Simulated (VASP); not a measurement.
Level of theory: LDA (Ceperley-Alder, Perdew-Zunger), VASP's LDA PAW potentials (set 64) (plane waves; VASP).

A VASP calculation is set up with these files.

### POSCAR
```
Hf2Si
1.0
 -3.2638860000   3.2638860000   2.5737850000
  3.2638860000  -3.2638860000   2.5737850000
  3.2638860000   3.2638860000  -2.5737850000
Hf Si
4 2
Cartesian
  0.9614624823   2.2667100771   2.5672167007
  2.2280754585   0.9922833578  -0.0132369763
  1.0697680115   4.3089202834   0.0458313895
  2.2572448077  -1.0420739388   2.5934641601
  0.0030386779  -0.0253440748   3.8430444990
  0.0081792983   0.0272730314   1.2588228008
```

KPOINTS:
```
Automatic mesh
0
Gamma
6 6 6
0 0 0
```

### INCAR
```
SYSTEM = Hf2Si
PREC = Accurate
ENCUT = 300
EDIFF = 1E-6
NELM = 100
ALGO = Normal
LREAL = .FALSE.
LASPH = .TRUE.
ISMEAR = -1
SIGMA = 0.05
LMAXMIX = 6
LWAVE = .FALSE.
LCHARG = .FALSE.
ISIF = 2
```

POTCAR, in this order: Hf_pv Si (LDA.64 set). Program: vasp_std.

At this cut-off the stress carries a Pulay error, which pulls relaxed volumes low. Unless said otherwise, spin-orbit coupling is left out, though it shifts the bands of the heavy elements here.

### Question
What does the run give for the energy per atom (σ→0), pressure, largest force, band gap (on the k-mesh)?

### Answer

```yaml
energy per atom (σ→0): -9.890 eV/atom
band gap (on the k-mesh): none (metal, semimetal or under 0.01 eV)
pressure: -4.65 GPa
largest_force: 0.713 eV/Å
```

### OSZICAR
```
...
DAV:   7    -0.594258181691E+02    0.32669E+00   -0.30222E+00  7008   0.855E+00    0.515E+00
DAV:   8    -0.593498717277E+02    0.75946E-01   -0.40901E-01  6812   0.286E+00    0.190E+00
DAV:   9    -0.593498688869E+02    0.28408E-05   -0.33483E-02  7388   0.962E-01    0.958E-01
DAV:  10    -0.593493019142E+02    0.56697E-03   -0.33439E-03  7444   0.246E-01    0.292E-01
DAV:  11    -0.593493120083E+02   -0.10094E-04   -0.25998E-04  7636   0.905E-02    0.552E-02
DAV:  12    -0.593493098111E+02    0.21972E-05   -0.24787E-05  7244   0.235E-02    0.376E-02
DAV:  13    -0.593493092997E+02    0.51133E-06   -0.26151E-06  5676   0.943E-03
   1 F= -.59349309E+02 E0= -.59340811E+02  d E =-.169962E-01
```

The structure comes from a computed database's Hf2Si entry (I4/mcm); how it stands against other phases isn't given here. The cell was not relaxed at this level, atoms are displaced from their ideal sites.
